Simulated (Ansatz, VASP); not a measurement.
# PW in two plane-wave programs, part 2 of 2

Wanted: the spread between two codes on one cell, functional and k mesh. The cell is taken from a series of runs on this material, whose earlier steps may have relaxed, scaled, displaced or heated it; both programs get it as it stands.

VASP 6.6.1 and Ansatz 0.2.0.

So far: Set-up; VASP: relaxation of cell and atoms, PBEsol, pair 1; Ansatz: relaxation of cell and atoms, PBEsol, pair 1.

### Step 4. Comparison

Known differences besides the potentials themselves: the data sets hold 76 valence electrons in Ansatz (on its PAW soft_1 files) and 44 in VASP; the cutoff is 420 eV in Ansatz and 600 eV in VASP; Ansatz makes its cores anew for this functional, VASP keeps those of its PBE data sets; Ansatz adds a Pulay correction to the stress that steers its cell, VASP none. Total energies have different zeros and are not compared.

Both answers:

```tsv
quantity	Ansatz	VASP	difference
volume (Å³)	114.20	113.94	+0.23 %
edge a after relaxation, in the typed setting (Å)	5.688	5.684	+0.07 %
edge b after relaxation, in the typed setting (Å)	3.227	3.223	+0.11 %
edge c after relaxation, in the typed setting (Å)	6.223	6.220	+0.05 %
```

### Step 5. Ansatz: relaxation of cell and atoms, PBEsol, pair 2

The relaxed volume is the usual yardstick between codes: in a stiff, nearly cubic crystal its relative difference is about their pressure difference at one cell divided by the bulk modulus.

The cell is taken from a series of runs on this material, whose earlier steps may have relaxed, scaled, displaced or heated it; both programs get it as it stands.

Contents of input.yaml:

```yaml
crystal:
  lattice:
    - [5.6956307469, 0.0, 0.0]
    - [0.0, 3.2386707172, 0.0]
    - [0.0, 0.0, 6.201696643]
  atoms:
    - { symbol: P, position: [0.8175170605, 0.75, 0.5656620398] }
    - { symbol: P, position: [0.1824829395, 0.25, 0.4343379602] }
    - { symbol: P, position: [0.6824829395, 0.25, 0.0656620398] }
    - { symbol: P, position: [0.3175170605, 0.75, 0.9343379602] }
    - { symbol: W, position: [-0.0138091931, 0.75, 0.1876991459] }
    - { symbol: W, position: [0.0138091931, 0.25, 0.8123008541] }
    - { symbol: W, position: [0.5138091931, 0.25, 0.6876991459] }
    - { symbol: W, position: [0.4861908069, 0.75, 0.3123008541] }
kpoints:
  mp_grid: { grid: [6, 8, 4] }
hamiltonian:
  xc: pbesol
  pseudopotentials: { kind: paw, azcp: { folder: soft_1 }, xc_functional: pbe }
scf:
  occupations: { method: gaussian, width: 0.1 }
output:
  forces: true
  stress: true
  eigenvalues: true
relax:
  adjacent_minimum: "off"
  f_tol: 0.005
  max_steps: 80
  cell: { stress_tol: 0.05 }
```

Command:

```bash
$ ansatz run input.yaml --threads 16 --pin off --max-ram 92160MiB --backend cuda --events-out ev --progress --plain --runs-dir out --max-vram 78GiB
```

Numbers of over 12 decimals in the logs are rounded to 6 here.

The log of the run:

```text
[...]
Crystal: 8 atoms, lattice volume = 114.398 Å³
Basis set: ecut = 420 eV, 2241 PW (Γ), exchange–correlation on 80×48×90 points (8 copies of the dense FFT grid, shifted against one another)
Bands: 46, of which v1, the nominal top of the filled ones, is band 38 counted from 1 (37 counted from 0)
Symmetry: 8 space group operations
[...]
atoms:
    - { symbol: P, position: [0.818235, 0.750000, 0.565039] }
    - { symbol: P, position: [0.181765, 0.250000, 0.434961] }
    - { symbol: P, position: [0.681765, 0.250000, 0.065039] }
    - { symbol: P, position: [0.318235, 0.750000, 0.934961] }
    - { symbol: W, position: [-0.013386, 0.750000, 0.188081] }
    - { symbol: W, position: [0.013386, 0.250000, 0.811919] }
    - { symbol: W, position: [0.513386, 0.250000, 0.688081] }
    - { symbol: W, position: [0.486614, 0.750000, 0.311919] }
[key lines of the parts left out:]
SCF converged after 7 iterations
Free energy (F): -43994.250132 eV
Fermi energy:    18.295477 eV
P = ⅓ Tr σ = -0.0274 GPa (-0.274 kbar)
```

### Step 6. VASP: relaxation of cell and atoms, PBEsol, pair 2

The same cell, functional, mesh and smearing now go to VASP, with its own data sets.

Contents of INCAR:

```
SYSTEM = PW
PREC = Accurate
ENCUT = 600
EDIFF = 1E-07
NELM = 120
ISMEAR = 0
SIGMA = 0.1
LREAL = .FALSE.
ALGO = Normal
GGA = PS
NBANDS = 30
LASPH = .TRUE.
LORBIT = 11
LWAVE = .FALSE.
LCHARG = .FALSE.
ISIF = 3
IBRION = 2
NSW = 80
EDIFFG = -0.005
GGA_COMPAT = .FALSE.
NELMIN = 4
KPAR = 2
```

Contents of POSCAR:

```
PW
1.0
    5.6956310000      0.0000000000      0.0000000000
    0.0000000000      3.2386710000      0.0000000000
    0.0000000000      0.0000000000      6.2016970000
P W
4 4
Direct
    0.8175170144      0.7500000000      0.5656619873
    0.1824828978      0.2500000000      0.4343379320
    0.6824828978      0.2500000000      0.0656619873
    0.3175170144      0.7500000000      0.9343379320
    0.9861907750      0.7500000000      0.1876991088
    0.0138091372      0.2500000000      0.8123008105
    0.5138091372      0.2500000000      0.6876991088
    0.4861907750      0.7500000000      0.3123008105
```

Contents of KPOINTS:

```
Automatic mesh
0
Gamma
6 8 4
0 0 0
```

Potentials, in the order of the species: P and W (PBE family, release 64).

Command:

```bash
$ mpirun -np 2 vasp_std
```

The log of the run:

```text
[banner, memory and clock lines left out]
running    2 mpi-ranks, on    1 nodes
[...]
[... a notice as in an earlier step ...]

 LDA part: xc-table for (Slater+PW92), standard interpolation
 POSCAR, INCAR and KPOINTS ok, starting setup
[...]
entering main loop
       N       E                     dE             d eps       ncg     rms          rms(c)
DAV:   1     0.194685967161E+03    0.19469E+03   -0.21320E+04  3600   0.148E+03
DAV:   2    -0.640092001062E+02   -0.25870E+03   -0.24693E+03  4246   0.327E+02
DAV:   3    -0.851770556646E+02   -0.21168E+02   -0.20274E+02  5160   0.737E+01
DAV:   4    -0.858010735906E+02   -0.62402E+00   -0.61596E+00  4818   0.130E+01
[...]
DAV:  14    -0.822639942600E+02    0.10839E-06   -0.41057E-06  4854   0.102E-02    0.464E-03
DAV:  15    -0.822639940808E+02    0.17912E-06   -0.31633E-07  3710   0.279E-03    0.799E-04
DAV:  16    -0.822639940440E+02    0.36813E-07   -0.12444E-07  2712   0.162E-03
   1 F= -.82263994E+02 E0= -.82257136E+02  d E =-.822640E+02
[... from here on, the cycles between the ionic steps are left out ...]
   2 F= -.82265078E+02 E0= -.82258169E+02  d E =-.108362E-02
   3 F= -.82265840E+02 E0= -.82258960E+02  d E =-.184615E-02
   4 F= -.82266543E+02 E0= -.82259338E+02  d E =-.702811E-03
   5 F= -.82266838E+02 E0= -.82259757E+02  d E =-.997472E-03
   6 F= -.82267274E+02 E0= -.82260090E+02  d E =-.436020E-03
   7 F= -.82267304E+02 E0= -.82260084E+02  d E =-.466041E-03
   8 F= -.82267318E+02 E0= -.82260106E+02  d E =-.144303E-04
 trial-energy change:   -0.000014  1 .order   -0.000014   -0.000029    0.000002
 step:   0.8672(harm=  0.8601)  dis= 0.00027  next Energy=   -82.267318 (dE=-0.145E-04)
 reached required accuracy - stopping structural energy minimisation
```

OUTCAR, selected parts (step 6):

```text
  Total        0.0323881      0.0272634      0.0272146      0.0000000      0.0000000      0.0000000
  in kB        0.4553957      0.3833388      0.3826532      0.0000000      0.0000000      0.0000000
  external PRESSURE =       0.4071292 kB  Pullay stress =       0.0000000 kB

 POSITION                                       TOTAL-FORCE (eV/Angst)
 -----------------------------------------------------------------------------------
      4.65486      2.41737      3.51207         0.004622      0.000000      0.000415
      1.03134      0.80579      2.70525        -0.004622     -0.000000     -0.000415
      3.87444      0.80579      0.40341        -0.004622     -0.000000      0.000415
      1.81176      2.41737      5.81391         0.004622      0.000000     -0.000415
      5.60988      2.41737      1.16827        -0.002400     -0.000000     -0.000443
      0.07632      0.80579      5.04905         0.002400      0.000000      0.000443
      2.91941      0.80579      4.27692         0.002400      0.000000     -0.000443
      2.76678      2.41737      1.94039        -0.002400     -0.000000      0.000443
 -----------------------------------------------------------------------------------
    total drift:                                0.000016      0.000000      0.000152

  FREE ENERGIE OF THE ION-ELECTRON SYSTEM (eV)
  ---------------------------------------------------
  free  energy   TOTEN  =       -82.2673181365 eV

  energy  without entropy=      -82.2528942573  energy(sigma->0) =      -82.26010620

[... 2 parts as in an earlier step ...]

[... 2 further parts left out ...]
[key lines of the parts left out:]
E-fermi :   9.5369
```

### Step 7. Differences

What differs besides the data sets and the points named for the pairs above, as far as they apply: the data sets hold 76 valence electrons in Ansatz (on its PAW soft_1 files) and 44 in VASP. Total energies have different zeros and are not compared.

Both answers:

```tsv
quantity	Ansatz	VASP	difference
volume (Å³)	114.23	113.95	+0.25 %
edge a after relaxation, in the typed setting (Å)	5.691	5.686	+0.08 %
edge b after relaxation, in the typed setting (Å)	3.227	3.223	+0.12 %
edge c after relaxation, in the typed setting (Å)	6.220	6.217	+0.05 %
```

### Step 8. Outcome

| Quantity | Value |
| --- | --- |
| difference in volume (relaxation of cell and atoms, PBEsol, pair 1) | 0.23 % |
| difference in volume (relaxation of cell and atoms, PBEsol, pair 2) | 0.25 % |

The difference in volume is 0.25 % (relaxation of cell and atoms, PBEsol, pair 2), within the 1.2 % picked in this series as the mark of a large difference, as far as the stopping tolerances let one tell. The data sets hold unlike numbers of valence electrons (76 in Ansatz and 44 in VASP), so part of the differences comes from the potentials. Such differences can come from data sets, numerical settings and the points named under the comparisons, not from the functional's error against experiment.

[Lines on the potential files, build, host, timing and source positions are cut from VASP's logs without a mark.]

[Logs are printed without paths, hosts, clocks, repeated set-up lines and the standing remarks that a program may print on its own settings, such as how far it seeks lower states.]

[Hosts, paths, dates, database ids (printed as entryN), source tags and the programs' standing remarks are cut or masked in the printed files.]
